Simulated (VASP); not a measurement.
A convergence study with VASP on ZnSe (space group no. 216 when undisturbed): one setting is varied, all else stays as given below, so the limit is that of these other settings. One atom is moved off its site, so that forces are finite.

```yaml
crystal:
  lattice:
    - [0.00000, 2.82083, 2.82083]
    - [2.82083, 0.00000, 2.82083]
    - [2.82083, 2.82083, 0.00000]
  atoms:
    - { symbol: Zn, position: [0.00512, 0.00512, 0.00512] }
    - { symbol: Se, position: [0.25000, 0.25000, 0.25000] }
```

Calculation: LDA (Ceperley-Alder, Perdew-Zunger), VASP's LDA PAW potentials (set 64) (plane waves; VASP). The tightest run used: 720 eV cut-off, 8×8×8 Γ-centred mesh, Fermi-Dirac smearing of 0.010 eV, potentials Zn Se.

```
setting      E (eV/atom)  pressure (GPa)  plane waves
-----------  -----------  --------------  -----------
ENCUT = 105      31.7777        -1058.38          117
ENCUT = 120      12.7626         -616.12          144
ENCUT = 135       3.9281         -358.36          169
ENCUT = 150      -0.0577         -209.41          200
ENCUT = 165      -2.0900         -119.92          228
ENCUT = 180      -3.0063          -69.38          262
ENCUT = 210      -3.5685          -22.89          331
ENCUT = 240      -3.6563           -7.80          392
```

Task: These are the cheaper rows. Estimate the results at ENCUT = 720, and how far the last row shown lies from them.

Result: 
| quantity | tightest run | last row shown is off by |
|---|---|---|
| E (eV/atom) | -3.6767 | 0.0204 |
| pressure (GPa) | -2.22 | -5.58 |

Left out are rungs that failed or repeat a setting and relaxations that didn't move; long series are thinned to 24 rows.

The structure is a typed ZnSe crystal (space group no. 216). The cell was not relaxed at this level, it is distorted from the ideal structure.
